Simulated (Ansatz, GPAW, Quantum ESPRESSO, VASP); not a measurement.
**InBi (P1, 4 atoms in the cell) computed with different codes at matched settings**

Self-consistent single point, at a second geometry (atoms moved at random). First geometry:

```yaml
crystal:
  lattice:
    - [4.84796, 0.00000, 0.00000]
    - [0.00000, 4.84796, 0.00000]
    - [0.00000, 0.00000, 5.15543]
  atoms:
    - { symbol: In, position: [0.50000, 0.50000, 0.00000] }
    - { symbol: In, position: [0.00000, 0.00000, 0.00000] }
    - { symbol: Bi, position: [0.50000, 0.00000, 0.36001] }
    - { symbol: Bi, position: [0.00000, 0.50000, 0.63999] }
```

Second geometry:
```
InBi
1.0
    4.84796     0.00000     0.00000
    0.00000     4.84796     0.00000
    0.00000     0.00000     5.15543
In Bi
2 2
Direct
  0.49334   0.49871   0.00659
  0.99750   0.99692   0.99877
  0.50277   0.00517   0.35405
  0.00639   0.49919   0.64059
```

Shared settings, as Ansatz (an electronic-structure program) writes them: kpoints.mp_grid.grid = 5 5 5; scf.occupations.method = gaussian; scf.occupations.width = 0.272 eV. Potentials and cutoffs stand in the table.

```
code                                                                              model  ΔF from the first geometry (meV/atom)  pressure (GPa)  largest force (eV/Å)   cutoff
----------------  ---------------------------------------------------------------------  -------------------------------------  --------------  --------------------  -------
GPAW                              PBEsol, GPAW PAW datasets PBEsol (made by gpaw-setup)                                    6.5            0.25                 0.603   600 eV
Ansatz                                                  PBEsol, PAW files made with PBE                                    6.8            0.50                 0.648  default
VASP                                         PBEsol, VASP's PBE PAW potentials (set 64)                                    6.8            0.00                 0.648   300 eV
Quantum ESPRESSO  PBEsol, PseudoDojo standard norm-conserving (PBESOL) pseudopotentials                                    6.9            0.51                 0.659    70 Ry
```

Size of the force on each atom (eV/Å): Sizes of forces hide their directions.

| code | In1 | In2 | Bi3 | Bi4 |
|---|---|---|---|---|
| GPAW | 0.250 | 0.078 | 0.603 | 0.363 |
| Ansatz | 0.255 | 0.078 | 0.648 | 0.407 |
| VASP | 0.256 | 0.079 | 0.648 | 0.406 |
| Quantum ESPRESSO | 0.256 | 0.078 | 0.659 | 0.419 |

On Ansatz's run: spin-orbit coupling is off.

The spread over the programs that give each value: ΔF from the first geometry within 0.4 meV/atom; pressure within 0.51 GPa; largest force within 0.056 eV/Å.

Ansatz's pressure is given at a fixed set of plane waves, as the other plane-wave codes print theirs.

VASP's run is marked for a possible Pulay error in its stress at this cutoff; no cutoff test was made.

The starting cell comes from a database of computed structures (which also holds hypothetical and non-ambient phases and stackings), without a prior relaxation at this level. Its lattice was rescaled by a random factor within 2.5 % of one. For this run, on top of that: atoms moved at random.

Left out of this page: Elk, FLEUR and SIESTA (not drawn, or without a comparable value).

Keys are those of Ansatz 0.2.
